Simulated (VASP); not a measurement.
Consider the following.

```
Cd3Sm
1.0
    0.00000     3.54596     3.54596
    3.54596     0.00000     3.54596
    3.54596     3.54596     0.00000
Sm Cd
1 3
Direct
  0.00000   0.00000   0.00000
  0.25000   0.25000   0.25000
  0.75000   0.75000   0.75000
  0.50000   0.50000   0.50000
```

Calculation: PBEsol GGA, VASP's PBE PAW potentials (set 64) (plane waves; VASP 6.6.1). Numerical set-up: 400 eV cut-off, 7×7×7 Γ-centred mesh, first-order Methfessel-Paxton smearing of 0.10 eV, potentials Sm_3 Cd.

The 4f electrons are frozen in the core of the lanthanide potential, so 4f levels, which can set the real gap, and their magnetism are missing.

### Question
What does the run give for the energy per atom (σ→0), band gap (on the k-mesh) with the smallest direct gap where there is one?

### Answer

| Item | Value |
|---|---|
| band gap (on the k-mesh) | none (metal, semimetal or under 0.01 eV) |
| energy per atom (σ→0) | -2.501 eV/atom |

The structure comes from a computed database's SmCd3 entry (Fm-3m); how it stands against other phases isn't given here. It was relaxed first. The start is the result of an earlier pass. The electron count is odd and the run is not spin-polarised, which forces a metal.
